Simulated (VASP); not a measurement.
Here is the system:

```
CELL_PARAMETERS angstrom
      0.00000     2.55554     2.55554
      2.55554     0.00000     2.55554
      2.55554     2.55554     0.00000
ATOMIC_POSITIONS crystal
  Zr 0.00000 0.00000 0.00000
  O  0.25000 0.25000 0.25000
  O  0.75000 0.75000 0.75000
```

Calculation: optB88-vdW, VASP's PBE PAW potentials (set 64) (plane waves; VASP 6.6.1). Settings: 520 eV cut-off, Gaussian smearing of 0.050 eV, potentials Zr_sv O.

Problem. Give the energies of bands 7 to 15 at the high-symmetry points, in eV from the valence-band maximum.

Solution. 
| band | Γ | X | U | L | W |
|---|---|---|---|---|---|
| 7 | -5.11 | -5.81 | -5.21 | -4.12 | -4.67 |
| 8 | -5.11 | -3.10 | -3.54 | -4.12 | -4.56 |
| 9 | -5.11 | -3.10 | -3.02 | -2.49 | -2.33 |
| 10 | -0.53 | -1.47 | -2.15 | -2.43 | -2.33 |
| 11 | -0.53 | -1.47 | -1.19 | -1.61 | -1.34 |
| 12 | -0.53 | 0.00 | -0.33 | -1.61 | -0.20 |
| 13 | 3.35 | 3.76 | 3.99 | 3.95 | 4.38 |
| 14 | 3.35 | 4.67 | 4.68 | 3.95 | 4.52 |
| 15 | 6.56 | 5.78 | 6.10 | 6.02 | 6.22 |

The gap is indirect, 3.35 eV, from the valence maximum at X to the conduction minimum at Γ.

The compound is ZrO2 in the fluorite structure, the high-temperature cubic form, which is unstable at 0 K; the monoclinic form is the stable one. It was relaxed first.
